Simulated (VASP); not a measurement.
Given:

```xyz
8
Lattice="3.6310 2.0964 2.2526 -3.6310 2.0964 2.2526 0.0000 -4.1927 2.2526" Properties=species:S:1:pos:R:3 pbc="T T T"
Sr     0.0000     0.0000     3.3789
Ni     0.0000     0.0000     0.0000
F      0.0000     2.7427     3.4063
F      0.0000    -2.7427     3.3515
F     -2.3752    -1.3713     3.4063
F      2.3752     1.3713     3.3515
F      2.3752    -1.3713     3.4063
F     -2.3752     1.3713     3.3515
```

All values below come from PBEsol GGA, VASP's PBE PAW potentials (set 64) (plane waves; VASP). Numerical set-up: 400 eV cut-off, 5×5×5 Γ-centred mesh, Gaussian smearing of 0.010 eV, potentials Sr_sv Ni F.

At this cut-off the stress carries a Pulay error, which pulls relaxed volumes low.

**Question.** Give the force on each atom (eV/Å).

**Answer.** 
```csv
atom,Fx,Fy,Fz
Sr1,0.000,0.000,0.000
Ni2,0.000,0.000,0.000
F3,0.000,0.495,0.249
F4,0.000,-0.495,-0.249
F5,-0.429,-0.248,0.249
F6,0.429,0.248,-0.249
F7,0.429,-0.248,0.249
F8,-0.429,0.248,-0.249
```

**Question.** Give the stress tensor in GPa (positive for a compressed cell).

**Answer.** 
```
-16.49    0.00    0.00
  0.00  -16.49    0.00
  0.00    0.00  -17.21
```
The pressure is its mean diagonal, -16.73 GPa.

The structure comes from a computed database's SrNiF6 entry; how it stands against other phases isn't given here. The cell was not relaxed at this level. The run is not spin-polarised, so no magnetic state was tried.
